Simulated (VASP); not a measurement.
SbMo: single point with LDA

The system is SbMo.

```
Mo Sb
1.0
     0.00000    3.06495    3.06495
     3.06495    0.00000    3.06495
     3.06495    3.06495    0.00000
Mo Sb
1 1
Cartesian
  0.0000 0.0000 0.0000
  1.5325 1.5325 1.5325
```

The cell comes from a database or a generator and needn't be the stable form of this composition.

```json
{
 "Program": "VASP 6.6.1",
 "Task": "single point",
 "Functional": "LDA",
 "Potentials or basis": "VASP PAW LDA potentials, release 64 (Mo_sv, Sb)",
 "Cutoff": "520 eV",
 "k mesh": "10 × 10 × 10",
 "Occupations": "fermi-dirac, width 0.08 eV",
 "Spin": "no spin polarisation"
}
```

| Item | Value |
| --- | --- |
| Pressure | -4.8 GPa |
| Band gap on the k mesh | none (metal or under the smearing width) |

Levels at points of the mesh, in eV from the Fermi level:
```
           k point  band 5  band 6  band 7  band 8  band 9  band 10  band 11  band 12  band 13  band 14
(0.00, 0.00, 0.00)  -10.04   -2.61   -2.61   -2.61   -0.15    -0.15     3.56     5.38     5.38     5.38
(0.50, 0.00, 0.00)   -9.06   -3.57   -2.30   -2.30    0.04     0.04     0.25     3.11     3.11     4.77
(0.50, 0.50, 0.00)   -8.71   -3.95   -1.50   -1.50   -0.72     0.21     0.43     0.99     0.99     5.96
```

Wall time 15 s on 1 thread of Intel(R) Xeon(R) 6975P-C (Granite Rapids), on a shared host, peak memory 0.17 GiB.

Spin-orbit coupling is left out, which matters for the levels of Sb.
